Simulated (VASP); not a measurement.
A run of VASP 6.6.1 is set up as follows.

INCAR

```
SYSTEM = B2AsN
ALGO     = Fast           ! electronic algorithm
EDIFF    = 1E-6           ! SCF threshold, eV
ENCUT    = 520            ! plane-wave cutoff, eV
GGA      = PE             ! functional
ISIF     = 2              ! what is computed and relaxed
ISMEAR   = -1             ! smearing method
LASPH    = .True.         ! aspherical terms in the spheres
LCHARG   = .False.        ! write CHGCAR
LREAL    = .False.        ! projectors in reciprocal space
LWAVE    = .False.        ! write WAVECAR
NBANDS   = 16             ! bands
NELM     = 100            ! most SCF steps
PREC     = Accurate       ! precision mode
SIGMA    = 0.02           ! smearing width, eV
```

The input KPOINTS:

```
k-points
0
Gamma
  6 6 4
  0 0 0
```

The input POSCAR:

```
B2AsN
1.0
    2.9886495489      0.0000000000      0.0000000000
    0.0000000000      2.9886495489      0.0000000000
    0.0000000000      0.0000000000      4.2744726806
N B As
1 2 1
Direct
    0.0000000000      0.0000000000      0.0000000000
    0.0000000000      0.5000000000      0.8013540275
    0.5000000000      0.0000000000      0.1986459725
    0.5000000000      0.5000000000      0.5000000000
```

Potentials or basis: VASP PAW PBE potentials, release 64 (N, B, As).

The run is started by

```bash
$ cat potpaw_PBE.64/N/POTCAR potpaw_PBE.64/B/POTCAR potpaw_PBE.64/As/POTCAR > POTCAR
$ mpirun -np 1 vasp_std > vasp.out
```

(1) Predict the band gap on the k mesh.

(2) Predict the largest force.

(3) What does it give for the pressure?

Answers

(1) none (metal or under the smearing width).

(2) 0.384 eV/Å.

(3) 3.6 GPa.

Caveat: the k mesh is coarse (spacing up to 0.37 Å⁻¹), so the values aren't converged.
